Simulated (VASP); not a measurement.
```xyz
2
Lattice="0.0000 2.9123 2.9123 2.9123 0.0000 2.9123 2.9123 2.9123 0.0000" Properties=species:S:1:pos:R:3 pbc="T T T"
Cd     0.0000     0.0000     0.0000
S      1.4561     1.4561     1.4561
```

Computed with PBEsol GGA, VASP's PBE PAW potentials (set 64) (plane waves; VASP 6.6.1). Numerical set-up: 400 eV cut-off, 14×14×14 Γ-centred mesh, Gaussian smearing of 0.010 eV, potentials Cd S.

**Question.** Predict the energy per atom (σ→0), band gap (on the k-mesh) with the smallest direct gap where there is one.

**Answer.** 
```
Property                                     Result
-----------------------------------  --------------
band gap (on the k-mesh)                    1.02 eV
smallest direct gap (on the k-mesh)         1.02 eV
energy per atom (σ→0)                -3.406 eV/atom
```

Only differences to runs with the same potentials and settings are physical.

The structure comes from a measured CdS entry (F-43m) of the Crystallography Open Database, whose conditions weren't checked. It was relaxed first.
